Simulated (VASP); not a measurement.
# A VASP study of NaCl (PBEsol): structure first, properties next, part 3 of 4

Aim: relax NaCl, then compute properties on the relaxed cell. The start is a cell from a database of measured crystal structures.

VASP 6.6.1; PBEsol; plane waves and PAW (Na_pv, Cl).

So far, gap on the k-mesh (eV): step 2 (full relaxation (PBEsol)) 5.01; step 3 (second relaxation) 5.02; step 4 (density, ELF and potential (PBEsol)) 5.02. The relaxed cell has a = 5.595 Å (conventional setting).

The database entry behind the starting cell differs from later determinations by our own check (an axis about 0.4 % short against later determinations), so it need not match the best structure at ambient conditions.

## (6) Total and projected DOS (PBEsol)

Here the states are counted by energy and projected on the atoms. The mesh is finer than in the run before.

INCAR reads:

```
SYSTEM = NaCl
PREC = Accurate
ENCUT = 400
EDIFF = 1E-06
NELM = 100
ISMEAR = -5
SIGMA = 0.05
LREAL = .FALSE.
ALGO = Normal
GGA = PS
NBANDS = 19
LORBIT = 11
LWAVE = .FALSE.
LCHARG = .FALSE.
KPAR = 2
NEDOS = 2001
```

POSCAR reads:

```
NaCl
1.0
    0.0000000000      2.7974399408      2.7974399408
    2.7974399408      0.0000000000      2.7974399408
    2.7974399408      2.7974399408      0.0000000000
Na Cl
1 1
Direct
    0.0000000000      0.0000000000      0.0000000000
    0.5000000000      0.5000000000      0.5000000000
```

KPOINTS reads:

```
Automatic mesh
0
Gamma
10 10 10
0 0 0
```

The projector-augmented-wave data sets are Na_pv and Cl (PBE family, release 64).

On the command line:

```bash
$ mpirun -np 2 vasp_std
```

What it wrote:

```text
[... set-up lines as in an earlier step ...]
 entering main loop
       N       E                     dE             d eps       ncg     rms          rms(c)
DAV:   1     0.990035632277E+02    0.99004E+02   -0.57325E+03  1854   0.621E+02
DAV:   2    -0.517114351474E-01   -0.99055E+02   -0.90558E+02  2004   0.211E+02
DAV:   3    -0.706895072480E+01   -0.70172E+01   -0.69652E+01  2197   0.540E+01
DAV:   4    -0.715738549351E+01   -0.88435E-01   -0.88378E-01  2146   0.617E+00
DAV:   5    -0.715864063571E+01   -0.12551E-02   -0.12551E-02  2120   0.775E-01    0.189E+00
DAV:   6    -0.700480586152E+01    0.15383E+00   -0.16378E-01  2331   0.257E+00    0.132E+00
DAV:   7    -0.699475567509E+01    0.10050E-01   -0.48670E-02  2409   0.123E+00    0.948E-01
DAV:   8    -0.699824155286E+01   -0.34859E-02   -0.81049E-03  1939   0.611E-01    0.380E-01
DAV:   9    -0.699801011923E+01    0.23143E-03   -0.32841E-04  2053   0.102E-01    0.178E-01
DAV:  10    -0.699801838759E+01   -0.82684E-05   -0.13114E-04  2124   0.606E-02    0.190E-02
DAV:  11    -0.699801876171E+01   -0.37412E-06   -0.36451E-06  2139   0.131E-02
   1 F= -.69980188E+01 E0= -.69980188E+01  d E =0.000000E+00
```

It took 25 s on 2 MPI ranks of AMD EPYC 7R43, shared host; peak memory 0.25 GiB.

OUTCAR, selected parts (step 6):

```text
   k-points           NKPTS =     47   k-points in BZ     NKDIM =     47   number of bands    NBANDS=     19

   NELECT =      14.0000    total number of electrons

 E-fermi :  -0.6354

 k-point     1 :       0.0000    0.0000    0.0000
  band No.  band energies     occupation
    ...
      3     -21.2494      2.00000
      4     -13.3449      2.00000
      5      -0.6430      2.00000
      6      -0.6430      2.00000
      7      -0.6430      2.00000
      8       4.3757      0.00000
      9      10.3760      0.00000
     10      10.3760      0.00000
     11      10.3760      0.00000
     12      12.6299      0.00000
    ...

  Total       -0.0136074     -0.0136074     -0.0136074      0.0000000      0.0000000     -0.0000000
  in kB       -0.4979358     -0.4979358     -0.4979358      0.0000000      0.0000000     -0.0000000
  external PRESSURE =      -0.4979358 kB  Pullay stress =       0.0000000 kB

  FREE ENERGIE OF THE ION-ELECTRON SYSTEM (eV)
  ---------------------------------------------------
  free  energy   TOTEN  =        -6.9980187617 eV

  energy  without entropy=       -6.9980187617  energy(sigma->0) =       -6.99801876

[... 9 parts as in an earlier step ...]

[... 8 further parts left out ...]
```

Numbers from this step:

```
irreducible k-points : 47
Fermi energy         : -0.6354 eV
pressure             : -0.04979 GPa
```

The density of states has structure finer than the step of the table below, so its rows give means over 0.5 eV, whole bins alone (the curve runs from -12.0 to 13 eV). Peaks (eV: height): total -1.59: 7.40, -0.34: 6.44, 9.84: 2.68, 11.98: 2.11; Cl p -1.59: 3.83, -0.34: 4.19.

States under -12.0 eV and over 13.0 eV are left out. The density of states by energy, zero at the valence-band top; means over each step; values in states/eV/cell:

```
energy (eV)    total     Cl p
       -2.5        0        0
       -2.0    0.524    0.261
       -1.5     2.95     1.53
       -1.0     2.05     1.18
       -0.5     5.37     3.40
        0.0     1.10    0.733
        0.5        0        0
        1.0        0        0
        1.5        0        0
        2.0        0        0
        2.5        0        0
        3.0        0        0
        3.5        0        0
        4.0        0        0
        4.5        0        0
        5.0  0.00390   1.0e-4
        5.5   0.0583  0.00313
        6.0    0.118  0.00978
        6.5    0.202   0.0203
        7.0    0.423   0.0388
        7.5    0.887   0.0659
        8.0     1.45   0.0871
        8.5     1.28   0.0783
        9.0     1.08   0.0967
        9.5     1.60    0.172
       10.0     2.45    0.320
       10.5     1.55    0.173
       11.0    0.936   0.0488
       11.5     1.41   0.0244
       12.0     1.60   0.0635
       12.5     1.03   0.0438
```

The gap on this mesh is 5.02 eV.

## (7) Elastic tensor by finite strains (PBEsol)

IBRION = 6 with ISIF = 3 strains the cell both ways at fixed fractional positions, and adds the ions' share afterwards from the force constants. Stress converges slowly with the basis, so the cutoff is raised.

INCAR reads:

```
SYSTEM = NaCl
PREC = Accurate
ENCUT = 500
EDIFF = 1E-07
NELM = 100
ISMEAR = 0
SIGMA = 0.05
LREAL = .FALSE.
ALGO = Normal
GGA = PS
NBANDS = 13
LORBIT = 11
LWAVE = .FALSE.
LCHARG = .FALSE.
KPAR = 2
IBRION = 6
NFREE = 2
POTIM = 0.015
ISIF = 3
NSW = 1
```

POSCAR is that of step 6.

KPOINTS reads:

```
Automatic mesh
0
Gamma
7 7 7
0 0 0
```

On the command line:

```bash
$ mpirun -np 2 vasp_std
```

What it wrote:

```text
[... set-up lines as in an earlier step ...]
 entering main loop
       N       E                     dE             d eps       ncg     rms          rms(c)
DAV:   1     0.938385156407E+02    0.93839E+02   -0.69274E+03   525   0.105E+03
DAV:   2     0.100321342165E+01   -0.92835E+02   -0.86934E+02   553   0.264E+02
DAV:   3    -0.702171094371E+01   -0.80249E+01   -0.79742E+01   685   0.730E+01
DAV:   4    -0.715634249936E+01   -0.13463E+00   -0.13458E+00   600   0.104E+01
DAV:   5    -0.715924052415E+01   -0.28980E-02   -0.28979E-02   669   0.155E+00    0.192E+00
DAV:   6    -0.700534237777E+01    0.15390E+00   -0.26402E-01   638   0.377E+00    0.138E+00
DAV:   7    -0.699472781250E+01    0.10615E-01   -0.63225E-02   673   0.175E+00    0.924E-01
DAV:   8    -0.699814255763E+01   -0.34147E-02   -0.73031E-03   540   0.838E-01    0.263E-01
DAV:   9    -0.699806182325E+01    0.80734E-04   -0.17836E-04   635   0.110E-01    0.170E-01
DAV:  10    -0.699810234626E+01   -0.40523E-04   -0.29904E-04   565   0.116E-01    0.569E-02
DAV:  11    -0.699809142588E+01    0.10920E-04   -0.22112E-05   655   0.361E-02    0.203E-02
DAV:  12    -0.699809041478E+01    0.10111E-05   -0.42203E-06   565   0.131E-02    0.236E-03
DAV:  13    -0.699809057531E+01   -0.16053E-06   -0.83408E-08   630   0.225E-03    0.105E-03
DAV:  14    -0.699809055649E+01    0.18821E-07   -0.21115E-09   300   0.482E-04
   1 F= -.69980906E+01 E0= -.69980906E+01  d E =-.262442E-16
 Found     2 degrees of freedom:
 Adding 6 more for cell shape distortion
 Finite differences POTIM= 0.01500 DOF=   8
 bond charge predicted
       N       E                     dE             d eps       ncg     rms          rms(c)
DAV:   1    -0.702406869558E+01   -0.25978E-01   -0.90249E-01  1240   0.107E+01    0.103E+00
DAV:   2    -0.700380877203E+01    0.20260E-01   -0.41901E-02  1230   0.205E+00    0.515E-01
DAV:   3    -0.699739062277E+01    0.64181E-02   -0.13198E-02  1285   0.107E+00    0.206E-01
DAV:   4    -0.699689080307E+01    0.49982E-03   -0.95233E-04  1180   0.268E-01    0.524E-02
DAV:   5    -0.699682740203E+01    0.63401E-04   -0.93564E-05  1270   0.917E-02    0.172E-02
DAV:   6    -0.699682738467E+01    0.17364E-07   -0.72327E-06  1270   0.330E-02    0.642E-03
DAV:   7    -0.699682734716E+01    0.37509E-07   -0.11600E-06  1255   0.949E-03    0.130E-03
DAV:   8    -0.699682769974E+01   -0.35258E-06   -0.97363E-08  1215   0.432E-03    0.760E-04
DAV:   9    -0.699682768514E+01    0.14595E-07   -0.94487E-09   565   0.859E-04
   2 F= -.69968277E+01 E0= -.69968277E+01  d E =-.167802E-14
[... from here on, the cycles between the ionic steps are left out ...]
   3 F= -.69958077E+01 E0= -.69958077E+01  d E =-.899291E-21
   4 F= -.69968276E+01 E0= -.69968276E+01  d E =-.168380E-14
   5 F= -.69958076E+01 E0= -.69958076E+01  d E =-.937525E-21
   6 F= -.69968276E+01 E0= -.69968276E+01  d E =-.168144E-14
   7 F= -.69958075E+01 E0= -.69958075E+01  d E =-.897360E-21
   8 F= -.69977139E+01 E0= -.69977139E+01  d E =-.127500E-14
   9 F= -.69977135E+01 E0= -.69977135E+01  d E =-.132753E-14
  10 F= -.69977132E+01 E0= -.69977132E+01  d E =-.131061E-14
  11 F= -.69977130E+01 E0= -.69977130E+01  d E =-.132554E-14
  12 F= -.69977135E+01 E0= -.69977135E+01  d E =-.130948E-14
  13 F= -.69977131E+01 E0= -.69977131E+01  d E =-.132732E-14
  14 F= -.69979213E+01 E0= -.69979213E+01  d E =-.261716E-16
  15 F= -.69979213E+01 E0= -.69979213E+01  d E =-.258878E-16
  16 F= -.69979253E+01 E0= -.69979253E+01  d E =-.261695E-16
 Finite differences progress:
  Degree of freedom:   8/  8
  Displacement:        1/  2
  Total:              15/ 16
 bond charge predicted
       N       E                     dE             d eps       ncg     rms          rms(c)
DAV:   1    -0.699368563302E+01    0.42397E-02   -0.10710E+00  1040   0.502E+00    0.252E-01
DAV:   2    -0.699801211977E+01   -0.43265E-02   -0.44747E-02  1071   0.144E+00    0.926E-02
DAV:   3    -0.699797207524E+01    0.40045E-04   -0.73490E-04  1325   0.194E-01    0.614E-02
DAV:   4    -0.699792988953E+01    0.42186E-04   -0.34715E-04  1130   0.120E-01    0.260E-02
DAV:   5    -0.699793372732E+01   -0.38378E-05   -0.61186E-05  1115   0.487E-02    0.185E-02
DAV:   6    -0.699792789547E+01    0.58318E-05   -0.39290E-06  1220   0.138E-02    0.131E-02
DAV:   7    -0.699792635606E+01    0.15394E-05   -0.25338E-05  1180   0.302E-02    0.265E-02
DAV:   8    -0.699792582784E+01    0.52822E-06   -0.36482E-06  1085   0.126E-02    0.251E-02
DAV:   9    -0.699792558029E+01    0.24756E-06   -0.24875E-07  1120   0.309E-03    0.207E-02
DAV:  10    -0.699792539665E+01    0.18363E-06   -0.14979E-07   823   0.215E-03    0.148E-02
DAV:  11    -0.699792532611E+01    0.70539E-07   -0.50854E-08   535   0.135E-03
  17 F= -.69979253E+01 E0= -.69979253E+01  d E =-.262043E-16
 Finite differences progress:
  Degree of freedom:   8/  8
  Displacement:        2/  2
  Total:              16/ 16
```

The job ended after 4.4 min (2 MPI ranks; peak memory 0.39 GiB; 8.8 min of CPU time).

OUTCAR, selected parts (step 7):

```text
   ENCUT  =  500.0 eV  36.75 Ry    6.06 a.u.   7.21  7.21  7.21*2*pi/ulx,y,z

   NELECT =      14.0000    total number of electrons

 E-fermi :  -0.3708

 k-point     1 :       0.0000    0.0000    0.0000
  band No.  band energies     occupation
    ...
      3     -21.2508      2.00000
      4     -13.3447      2.00000
      5      -0.6441      2.00000
      6      -0.6440      2.00000
      7      -0.6440      2.00000
      8       4.3769      0.00000
      9      10.3761      0.00000
     10      10.3761      0.00000
     11      10.3762      0.00000
     12      12.6288      0.00000
    ...

  Total        0.0288674      0.0261466      0.0261466     -0.0000000      0.0000000      0.0000000
  in kB        1.0563470      0.9567831      0.9567831     -0.0000000      0.0000000      0.0000000
  external PRESSURE =       0.9899711 kB  Pullay stress =       0.0000000 kB

 POSITION                                       TOTAL-FORCE (eV/Angst)
 -----------------------------------------------------------------------------------
      0.00000      0.00000      0.00000        -0.022053      0.000000      0.000000
      2.78244      2.79744      2.79744         0.022053      0.000000      0.000000
 -----------------------------------------------------------------------------------
    total drift:                               -0.000164      0.000001      0.000001

  FREE ENERGIE OF THE ION-ELECTRON SYSTEM (eV)
  ---------------------------------------------------
  free  energy   TOTEN  =        -6.9979253261 eV

  energy  without entropy=       -6.9979253261  energy(sigma->0) =       -6.99792533

  SYMMETRIZED ELASTIC MODULI (kBar)
 Direction    XX          YY          ZZ          XY          YZ          ZX
 --------------------------------------------------------------------------------
 XX         576.8163    118.1708    118.1708     -0.0000      0.0000      0.0000
 YY         118.1708    576.8163    118.1708     -0.0000     -0.0000     -0.0000
 ZZ         118.1708    118.1708    576.8163      0.0000     -0.0000     -0.0000
 XY          -0.0000     -0.0000      0.0000    124.1928      0.0000      0.0000
 YZ           0.0000     -0.0000     -0.0000      0.0000    124.1928      0.0000
 ZX           0.0000     -0.0000     -0.0000      0.0000      0.0000    124.1928
 --------------------------------------------------------------------------------

 Eigenvectors and eigenvalues of the dynamical matrix
 ----------------------------------------------------

   1 f  =    5.099481 THz    32.040985 2PiTHz  170.100379 cm-1    21.089750 meV
             X         Y         Z           dx          dy          dz
      0.000000  0.000000  0.000000     0.781190   -0.000000    0.000000
      2.797440  2.797440  2.797440    -0.624293    0.000000    0.000000

   2 f  =    5.099481 THz    32.040985 2PiTHz  170.100379 cm-1    21.089750 meV
             X         Y         Z           dx          dy          dz
      0.000000  0.000000  0.000000     0.000000    0.781190    0.000000
      2.797440  2.797440  2.797440    -0.000000   -0.624293    0.000000

   3 f  =    5.099481 THz    32.040985 2PiTHz  170.100379 cm-1    21.089750 meV
             X         Y         Z           dx          dy          dz
      0.000000  0.000000  0.000000    -0.000000    0.000000   -0.781190
      2.797440  2.797440  2.797440     0.000000    0.000000    0.624293

   4 f/i=    0.018980 THz     0.119253 2PiTHz    0.633093 cm-1     0.078494 meV
             X         Y         Z           dx          dy          dz
      0.000000  0.000000  0.000000     0.333552    0.523556    0.066134
      2.797440  2.797440  2.797440     0.417380    0.655137    0.082755

   5 f/i=    0.018980 THz     0.119253 2PiTHz    0.633093 cm-1     0.078494 meV
             X         Y         Z           dx          dy          dz
      0.000000  0.000000  0.000000     0.158910   -0.174256    0.578034
      2.797440  2.797440  2.797440     0.198848   -0.218050    0.723306

   6 f/i=    0.018980 THz     0.119253 2PiTHz    0.633093 cm-1     0.078494 meV
             X         Y         Z           dx          dy          dz
      0.000000  0.000000  0.000000    -0.503222    0.292002    0.226371
      2.797440  2.797440  2.797440    -0.629692    0.365388    0.283263

 ELASTIC MODULI CONTR FROM IONIC RELAXATION (kBar)
 Direction    XX          YY          ZZ          XY          YZ          ZX
 --------------------------------------------------------------------------------
 XX           0.0000      0.0000      0.0000      0.0000      0.0000      0.0000
 YY           0.0000      0.0000      0.0000      0.0000      0.0000      0.0000
 ZZ           0.0000      0.0000      0.0000      0.0000      0.0000      0.0000
 XY           0.0000      0.0000      0.0000      0.0000      0.0000      0.0000
 YZ           0.0000      0.0000      0.0000      0.0000      0.0000      0.0000
 ZX           0.0000      0.0000      0.0000      0.0000      0.0000      0.0000
 --------------------------------------------------------------------------------

 TOTAL ELASTIC MODULI (kBar)
 Direction    XX          YY          ZZ          XY          YZ          ZX
 --------------------------------------------------------------------------------
 XX         576.8163    118.1708    118.1708     -0.0000      0.0000      0.0000
 YY         118.1708    576.8163    118.1708     -0.0000     -0.0000     -0.0000
 ZZ         118.1708    118.1708    576.8163      0.0000     -0.0000     -0.0000
 XY          -0.0000     -0.0000      0.0000    124.1928      0.0000      0.0000
 YZ           0.0000     -0.0000     -0.0000      0.0000    124.1928      0.0000
 ZX           0.0000     -0.0000     -0.0000      0.0000      0.0000    124.1928
 --------------------------------------------------------------------------------

[... 5 parts as in an earlier step ...]

[... 11 further parts left out ...]
```

CONTCAR:

```
NaCl
   1.00000000000000
     0.0000000000000000    2.7974399407999999    2.7974399407999999
     2.7974399407999999    0.0000000000000000    2.7974399407999999
     2.7974399407999999    2.7974399407999999    0.0000000000000000
  Na              Cl
     1     1
Direct
     0.0000000000000000    0.0000000000000000    0.0000000000000000
     0.5026810227060157    0.4973189772939842    0.4973189772939842
```

The last energy, forces, stress and levels in OUTCAR belong to the last displaced cell, not to the cell of POSCAR.

This step gave:

* bands: 13
* irreducible k-points: 20
* pressure of the cell: 0.09696 GPa
* largest force of the cell: 0 eV/Å
* mechanically stable: yes
* bulk modulus (Voigt): 27.11 GPa
* shear modulus (Voigt): 16.62 GPa
* bulk modulus (Hill): 27.11 GPa
* shear modulus (Hill): 15.92 GPa
* Young's modulus: 39.93 GPa
* Poisson's ratio: 0.2545

Elastic constants with relaxed ions, Voigt order xx yy zz yz xz xy (GPa):

```
57.68 11.82 11.82  0.00  0.00  0.00
11.82 57.68 11.82  0.00  0.00  0.00
11.82 11.82 57.68  0.00  0.00  0.00
 0.00  0.00  0.00 12.42  0.00  0.00
 0.00  0.00  0.00  0.00 12.42  0.00
 0.00  0.00  0.00  0.00  0.00 12.42
```

Transverse limit, no LO-TO splitting. Modes at Γ, with each element's share of the kinetic energy:

```
mode  frequency (cm⁻¹)  symmetry  Na %  Cl %
   1              -0.6  acoustic    39    61
   2              -0.6  acoustic    39    61
   3              -0.6  acoustic    39    61
   4             170.1       T1u    61    39
   5             170.1       T1u    61    39
   6             170.1       T1u    61    39
```

Displacements in mode 4 (170.1 cm⁻¹), the largest set to 1:
```
Na1  0.00  0.00 -1.00
Cl2  0.00  0.00  0.64
```

B/G is 1.70, which by Pugh's rule of thumb (1.75) points to a brittle solid. The Zener ratio 2C44/(C11 - C12) is 0.54, where 1 means isotropic. With the density of 2.22 g/cm³ the Hill moduli give sound speeds of 4.67 km/s (longitudinal) and 2.68 km/s (transverse), and from their mean a Debye temperature of 317 K.

[end of part 3 of 4]

[Lines on the potential files, build, host, timing and source positions are cut from VASP's logs without a mark.]

[Logs are printed without paths, hosts, clocks, repeated set-up lines and the standing remarks that a program may print on its own settings, such as how far it seeks lower states.]

[Hosts, paths, dates, database ids (printed as entryN), source tags and the programs' standing remarks are cut or masked in the printed files.]

[A measured line is paired with the nearest computed mode of its activity, which favours agreement.]
